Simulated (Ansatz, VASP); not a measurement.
**Cu (generalised stacking fault on (111) of Cu): VASP beside Ansatz**

Wanted: the spread between two codes on one cell, functional and k mesh. The cell is taken from a series of runs on this material, whose earlier steps may have relaxed, scaled, displaced or heated it; both programs get it as it stands.

Calculated with Ansatz 0.2.0; plane waves, with VASP 6.6.1 beside it; single point at r2SCAN.

### Step 1. Starting point

The cell holds 12 atoms: 12 Cu. Its edges and angles: a = 2.570 Å, b = 2.570 Å, c = 25.237 Å, α = 93.2°, β = 86.8°, γ = 120.0°. It derives from Cu. 48 atoms of Cu, stacked on (1 1 1); one fault a cell: the periodic image above is shifted rigidly by 1.632 A along the in-plane vector of length 4.452 A (<112> type); atoms relaxed along the normal alone with the MACE-MP-0b2 potential. Lattice constants are starting values near those of PBE. Folded to one surface cell (a quarter of the atoms). The structure's axis is c.

Coordinates:

```cif
data_structure
_symmetry_space_group_name_H-M 'P 1'
_symmetry_Int_Tables_number 1
_cell_length_a 2.5703
_cell_length_b 2.5703
_cell_length_c 25.2369
_cell_angle_alpha 93.211
_cell_angle_beta 86.789
_cell_angle_gamma 120.000
_cell_volume 144.09
loop_
_atom_site_label
_atom_site_type_symbol
_atom_site_fract_x
_atom_site_fract_y
_atom_site_fract_z
_atom_site_occupancy
Cu1 Cu 0.92715 0.07285 0.19868 1
Cu2 Cu 0.22992 0.77008 0.28205 1
Cu3 Cu 0.53272 0.46728 0.36532 1
Cu4 Cu 0.83551 0.16449 0.44861 1
Cu5 Cu 0.13830 0.86170 0.53192 1
Cu6 Cu 0.44109 0.55891 0.61522 1
Cu7 Cu 0.74387 0.25613 0.69852 1
Cu8 Cu 0.04666 0.95334 0.78183 1
Cu9 Cu 0.34945 0.65055 0.86513 1
Cu10 Cu 0.65224 0.34776 0.94842 1
Cu11 Cu 0.95504 0.04496 0.03170 1
Cu12 Cu 0.25781 0.74219 0.11506 1
```

### Step 2. Ansatz: single point, r2SCAN

Ansatz runs on its default PAW (the set named soft_2) files.

A single point gives forces, pressure and levels at one fixed geometry, so differences don't come from the geometry; what else differs is listed under the comparison.

File input.yaml:

```yaml
crystal:
  lattice:
    - [2.57034, 0.0, 0.0]
    - [-1.28516, 2.22598, 0.0]
    - [1.41368, -0.81619, 25.18402]
  atoms:
    - { symbol: Cu, position: [0.92715, 0.07285, 0.19868] }
    - { symbol: Cu, position: [0.22992, 0.77008, 0.28205] }
    - { symbol: Cu, position: [0.53272, 0.46728, 0.36532] }
    - { symbol: Cu, position: [0.83551, 0.16449, 0.44861] }
    - { symbol: Cu, position: [0.1383, 0.8617, 0.53192] }
    - { symbol: Cu, position: [0.44109, 0.55891, 0.61522] }
    - { symbol: Cu, position: [0.74387, 0.25613, 0.69852] }
    - { symbol: Cu, position: [0.04666, 0.95334, 0.78183] }
    - { symbol: Cu, position: [0.34945, 0.65055, 0.86513] }
    - { symbol: Cu, position: [0.65224, 0.34776, 0.94842] }
    - { symbol: Cu, position: [0.95504, 0.04496, 0.0317] }
    - { symbol: Cu, position: [0.25781, 0.74219, 0.11506] }
kpoints:
  mp_grid: { grid: [12, 12, 1] }
hamiltonian:
  xc: r2scan
scf:
  occupations: { method: fermi_dirac, width: 0.1 }
output:
  forces: true
```

Command:

```
$ ansatz run input.yaml --threads 5 --pin off --max-ram 76800MiB --backend cuda --events-out ev --progress --plain --runs-dir out
```

Numbers of over 12 decimals in the logs are rounded to 6 here.

Output:

```text
Warning: the atoms were moved onto the symmetric positions of the space group found under crystal.symmetry.tolerance 1.0e-5 (fractional; no operation is sought that the atoms, as they stand in a round, miss by more than twice it, and no atom is moved by as much as it), and the run uses the moved positions. Before a round's move an operation carried an atom to 1.68e-4 Å from where it should land, the largest such dist [...]
Engine: ansatz 0.2.0, x86_64-unknown-linux-gnu
Pseudopotentials: kind: paw
Pseudopotential: Cu, paw, valence charge 19, recommended cutoff 500 eV (meta_gga), Cu.paw.azcp
Functional definition: r2SCAN
  parameter k0 = 0.174
  parameter k1 = 0.065
  parameter a1 = 4.9479
  exchange = r2scan_x(k0 = k0, k1 = k1, a1 = a1)
  correlation = r2scan_c
device memory: the entry about to start is reckoned to put 6.3 GiB on a device that reports 57.1 GiB free
GPU FFT provider: cuFFT
GPU libraries: cuBLAS 13.8.2, cuFFT 12.4.0, cuSOLVER 12.3.4
Crystal: 12 atoms, lattice volume = 144.091 Å³
Basis set: ecut = 500 eV, 3695 PW (Γ), exchange–correlation on 80×80×768 points (64 copies of the dense FFT grid, shifted against one another)
Bands: 127, of which v1, the nominal top of the filled ones, is band 114 counted from 1 (113 counted from 0)
Symmetry: 4 space group operations
Space group: C2/m (ITA 12), of the structure as read, at distance tolerance 5.2e-5 Å
k-points: 43 of 144
Non-local potential: Cu, projectors of the file, l = 0: 3, l = 1: 2, l = 2: 3, l = 3: 1
PAW form: soft (Blöchl's): semilocal exchange-correlation on the pseudo side does not see the compensation charge
PAW frozen core: Cu, regenerated for the run's functional (the file was generated under x = pbe(κ = 0.804, μ = 0.219515), c = pbe(β = 0.066725))
PAW one-centre angular grid: Cu, 590 points (default); XC on 160 Gauss nodes
Initial density: superposition of atomic densities (neutral atoms: chi_scale 0, normalization atom), corrected by the library's trained network
Initial wavefunctions: pseudopotential atomic-orbital guess
GPU buffer pool allocated for 76800 grid points (all kernels)
GPU transforms: local potential and band sums: pruned to the plane-wave sphere, on 20×20×192
Functional: x = r2scan, c = r2scan; τ floored in thin density (d = 2e-4 eV/Å³)
SCF iter   1: F=—  HF=-79574.935734 eV  |F-HF|=—  |Δ(HF+E_count)|=         —  Δρ=4.02e-2  dr2=1.29e0  dr2_τ=1.06e-2  ethr=1.77e-3  ⟨swp⟩=4.0  Hψ=15771  notcnv=0  defer=59
preconditioner: auto → Kerker (q_TF=auto, 2.945 Å⁻¹)  [metal: Δε(μ)=0.024 eV  Ē_g=8.104 eV  σ=0.100 eV  W_gap=0.06  n_scr=64 (ndim 8)  ℏωp=35.5 eV  f_vac=0.000  D(μ)=3.87/eV (n_scr^D=16)]
SCF iter   2: F=—  HF=-79574.804302 eV  |F-HF|=—  |Δ(HF+E_count)|=   1.31e-1  Δρ=1.22e-2  dr2=8.22e-2  dr2_τ=1.47e-2  ethr=5.64e-4  ⟨swp⟩=2.0  Hψ=9643  notcnv=0  defer=126
SCF iter   3: F=—  HF=-79574.727163 eV  |F-HF|=—  |Δ(HF+E_count)|=   7.71e-2  Δρ=9.18e-3  dr2=8.46e-2  dr2_τ=5.19e-4  ethr=3.60e-5  ⟨swp⟩=2.0  Hψ=10670  notcnv=0  defer=126
SCF iter   4: F=—  HF=-79574.706119 eV  |F-HF|=—  |Δ(HF+E_count)|=   2.10e-2  Δρ=1.60e-3  dr2=3.27e-3  dr2_τ=1.46e-4  ethr=3.60e-5  ⟨swp⟩=1.4  Hψ=6431  notcnv=0  defer=125
SCF iter   5: F=—  HF=-79574.710636 eV  |F-HF|=—  |Δ(HF+E_count)|=   4.52e-3  Δρ=2.81e-3  dr2=1.48e-2  dr2_τ=4.42e-5  ethr=1.44e-6  ⟨swp⟩=2.0  Hψ=10324  notcnv=0  defer=125
SCF iter   6: F=—  HF=-79574.710942 eV  |F-HF|=—  |Δ(HF+E_count)|=   3.06e-4  Δρ=8.71e-4  dr2=1.91e-3  dr2_τ=5.29e-6  ethr=1.44e-6  ⟨swp⟩=2.0  Hψ=7999  notcnv=0  defer=125
SCF iter   7: F=—  HF=-79574.711996 eV  |F-HF|=—  |Δ(HF+E_count)|=   1.05e-3  Δρ=2.02e-4  dr2=1.31e-4  dr2_τ=3.44e-7  ethr=8.36e-7  ⟨swp⟩=1.5  Hψ=5454  notcnv=0  defer=125
SCF iter   8: F=—  HF=-79574.706465 eV  |F-HF|=—  |Δ(HF+E_count)|=   5.53e-3  Δρ=9.31e-5  dr2=7.18e-5  dr2_τ=1.26e-7  ethr=5.73e-8  ⟨swp⟩=1.4  Hψ=6392  notcnv=0  defer=125
SCF iter   9: F=—  HF=-79574.708398 eV  |F-HF|=—  |Δ(HF+E_count)|=   1.93e-3  Δρ=3.90e-5  dr2=3.60e-6  dr2_τ=2.71e-8  ethr=3.15e-8  ⟨swp⟩=1.0  Hψ=5355  notcnv=0  defer=125
SCF iter  10: F=—  HF=-79574.708399 eV  |F-HF|=—  |Δ(HF+E_count)|=   8.19e-7  Δρ=1.97e-5  dr2=9.66e-7  dr2_τ=7.70e-9  ethr=1.58e-9  ⟨swp⟩=2.2  Hψ=7350  notcnv=0  defer=125
SCF iter  11: F=—  HF=-79574.708399 eV  |F-HF|=—  |Δ(HF+E_count)|=   4.82e-7  Δρ=1.69e-5  dr2=5.43e-7  dr2_τ=1.53e-9  ethr=4.24e-10  ⟨swp⟩=2.0  Hψ=8194  notcnv=0  defer=125
SCF iter  12: F=—  HF=-79574.708399 eV  |F-HF|=—  |Δ(HF+E_count)|=   1.96e-8  Δρ=6.95e-6  dr2=1.22e-7  dr2_τ=5.51e-10  ethr=2.38e-10  ⟨swp⟩=2.0  Hψ=7506  notcnv=0  defer=125
SCF iter  13: F=-79574.708399 eV  HF=-79574.708399 eV  |F-HF|=1.58e-8  |Δ(HF+E_count)|=   4.54e-9  Δρ=2.10e-6  dr2=2.02e-8  dr2_τ=9.77e-11  ethr=4.39e-11  ⟨swp⟩=3.0  Hψ=13529  notcnv=0
SCF 1 converged in 13 iterations: F = -79574.708399 eV  dr2 = 2.02e-8
  greatest PAW one-centre occupation: 1.000 electrons in one spin orbital (limit 2), on the Cu atom at site 11 (counted from 0), in its partial waves of l = 0
SCF converged after 13 iterations
Free energy (F): -79574.708399 eV
Harris-Foulkes:  -79574.708399 eV  (|F-HF|=1.58e-8)
Internal energy: -79574.572973 eV  (E = F + TS)
E sigma→0 (E₀):  -79574.640686 eV
Entropy (-TS):   -0.135426 eV (-11.285 meV/atom)
Fermi energy:    16.161106 eV
--- Per-component energies (eV) ---
  E_band       = -4704.701381
  E_kinetic    = 3592.970301
  E_local      = -49100.755340  (includes V_loc(G=0)·N_el)
  E_nonlocal   = 4750.268520
  E_hartree    = 21671.002101
  E_xc         = -1001.752191
  E_vxc        = -1490.138429  (∫ρ·V_xc dr)
  E_paw        = -20144.208624  (= ΣΔE_a)
  E_vpaw       = -5906.233615  (= ΣTr[D̂ρ^β])
  E_aug_tail   = 0.001684  (compensation charges beyond the density's cutoff)
  E_vtau       = 107.185891  (kinetic-family band-sum trace: ∫τ·v_τ [+ j·A + Jᵃ·Aᵃ] dr)
  E_ewald      = -39338.486128
  E_core_change = -3.613296  (= ΣΔE_core)
  E_smearing   = -0.135426  (= −TS)
  E_closure    = -0.000000  (closes the sum)
  Σ components = -79574.708399   (vs F -79574.708399, Δ=0.00e0)
--- Forces (eV/Å), atoms counted from 1 ---
  atom   1  Cu    -0.08745604     0.05049303     0.03726171
  atom   2  Cu    -0.00393600     0.00227246     0.01107463
  atom   3  Cu     0.00113009    -0.00065246    -0.00277077
  atom   4  Cu     0.00005383    -0.00003108    -0.00160973
  atom   5  Cu    -0.00022802     0.00013165    -0.00003669
  atom   6  Cu     0.00002408    -0.00001390     0.00075611
  atom   7  Cu    -0.00002408     0.00001390    -0.00075611
  atom   8  Cu     0.00022802    -0.00013165     0.00003669
  atom   9  Cu    -0.00005383     0.00003108     0.00160973
  atom  10  Cu    -0.00113009     0.00065246     0.00277077
  atom  11  Cu     0.00393600    -0.00227246    -0.01107463
  atom  12  Cu     0.08745604    -0.05049303    -0.03726171
  max |Σ_I F_I| component: 0.00e0 eV/Å
```

### Step 3. VASP: single point, r2SCAN

The same cell, functional, mesh and smearing now go to VASP, with its own data sets.

Lines of VASP's logs that name or quote its potential files are left out, and so is its time.

File INCAR:

```
SYSTEM = Cu
PREC = Accurate
ENCUT = 580
EDIFF = 1E-06
NELM = 120
ISMEAR = -1
SIGMA = 0.1
LREAL = .FALSE.
ALGO = Normal
METAGGA = R2SCAN
LASPH = .TRUE.
NBANDS = 81
LORBIT = 11
LWAVE = .FALSE.
LCHARG = .FALSE.
ISIF = 2
GGA_COMPAT = .FALSE.
LMIXTAU = .TRUE.
KPAR = 2
```

File POSCAR:

```
Cu
1.0
    2.5703400000      0.0000000000      0.0000000000
   -1.2851600000      2.2259800000      0.0000000000
    1.4136800000     -0.8161900000     25.1840200000
Cu
12
Direct
    0.9271500000      0.0728500000      0.1986800000
    0.2299200000      0.7700800000      0.2820500000
    0.5327200000      0.4672800000      0.3653200000
    0.8355100000      0.1644900000      0.4486100000
    0.1383000000      0.8617000000      0.5319200000
    0.4410900000      0.5589100000      0.6152200000
    0.7438700000      0.2561300000      0.6985200000
    0.0466600000      0.9533400000      0.7818300000
    0.3494500000      0.6505500000      0.8651300000
    0.6522400000      0.3477600000      0.9484200000
    0.9550400000      0.0449600000      0.0317000000
    0.2578100000      0.7421900000      0.1150600000
```

File KPOINTS:

```
Automatic mesh
0
Gamma
12 12 1
0 0 0
```

Potentials, in the order of the species: Cu (PBE family, release 64).

Command:

```
$ mpirun -np 2 vasp_std
```

Output:

```text
[banner, memory and clock lines left out]
running    2 mpi-ranks, on    1 nodes
 distrk:  each k-point on    1 cores,    2 groups
 distr:  one band on    1 cores,    1 groups

 POSCAR found type information on POSCAR Cu
 POSCAR found :  1 types and      12 ions
|                                                                             |
|               ----> ADVICE to this user running VASP <----                  |
|                                                                             |
|     You enforced a specific xc type in the INCAR file but a different       |
|     [... a line on the potential file left out ...]
|     I HOPE YOU KNOW WHAT YOU ARE DOING!                                     |
|                                                                             |

 LDA part: xc-table for (None), standard interpolation
 POSCAR, INCAR and KPOINTS ok, starting setup
 FFT: planning ... GRIDC
 FFT: planning ... GRID_SOFT
 FFT: planning ... GRID
 WAVECAR not read
 entering main loop
       N       E                     dE             d eps       ncg     rms          rms(c)
DAV:   1     0.132378709617E+04    0.13238E+04   -0.59805E+04  6966   0.327E+03
DAV:   2     0.975826398167E+02   -0.12262E+04   -0.11858E+04  6966   0.614E+02
DAV:   3    -0.145091039978E+03   -0.24267E+03   -0.22558E+03  6998   0.296E+02
DAV:   4    -0.160351904691E+03   -0.15261E+02   -0.14877E+02  7585   0.102E+02
DAV:   5    -0.160632707384E+03   -0.28080E+00   -0.28036E+00  7986   0.159E+01    0.270E+01
DAV:   6    -0.147377940555E+03    0.13255E+02   -0.12944E+02  7804   0.147E+02    0.144E+01
DAV:   7    -0.142905398055E+03    0.44725E+01   -0.24539E+01  8180   0.108E+02    0.595E+00
DAV:   8    -0.142084450564E+03    0.82095E+00   -0.11849E+01  9356   0.718E+01    0.144E+00
DAV:   9    -0.138779467979E+03    0.33050E+01   -0.21133E+00  9647   0.233E+01    0.209E+00
DAV:  10    -0.137377268718E+03    0.14022E+01   -0.10753E+00  7967   0.220E+01    0.185E+00
DAV:  11    -0.136978410255E+03    0.39886E+00   -0.16033E-01  8018   0.522E+00    0.132E+00
DAV:  12    -0.136531551318E+03    0.44686E+00   -0.31417E-02  8148   0.274E+00    0.982E-01
DAV:  13    -0.135761825101E+03    0.76973E+00   -0.57216E-02  8076   0.508E+00    0.558E-01
DAV:  14    -0.135155115955E+03    0.60671E+00   -0.63350E-02  7932   0.467E+00    0.220E-01
[...]
DAV:  46    -0.129804907392E+03   -0.16038E-03   -0.69712E-05  9313   0.864E-02    0.794E-02
DAV:  47    -0.129804946282E+03   -0.38889E-04   -0.13158E-05  9654   0.415E-02    0.693E-02
DAV:  48    -0.129805052686E+03   -0.10640E-03   -0.29210E-05  8850   0.503E-02    0.596E-02
DAV:  49    -0.129805106980E+03   -0.54294E-04   -0.11040E-05  7162   0.235E-02    0.549E-02
DAV:  50    -0.129805144568E+03   -0.37588E-04   -0.44018E-05 10930   0.812E-02    0.349E-02
DAV:  51    -0.129805173397E+03   -0.28829E-04   -0.19917E-05  8000   0.348E-02    0.283E-02
DAV:  52    -0.129805193192E+03   -0.19795E-04   -0.35637E-05 10472   0.528E-02    0.165E-02
DAV:  53    -0.129805192303E+03    0.88936E-06   -0.94280E-06  7703   0.299E-02
   1 F= -.12980519E+03 E0= -.12973834E+03  d E =-.133707E+00
```

(Part 1 of 2 ends here.)

[Lines on the potential files, build, host, timing and source positions are cut from VASP's logs without a mark.]

[Logs are printed without paths, hosts, clocks, repeated set-up lines and the standing remarks that a program may print on its own settings, such as how far it seeks lower states.]

[Hosts, paths, dates, database ids (printed as entryN), source tags and the programs' standing remarks are cut or masked in the printed files.]
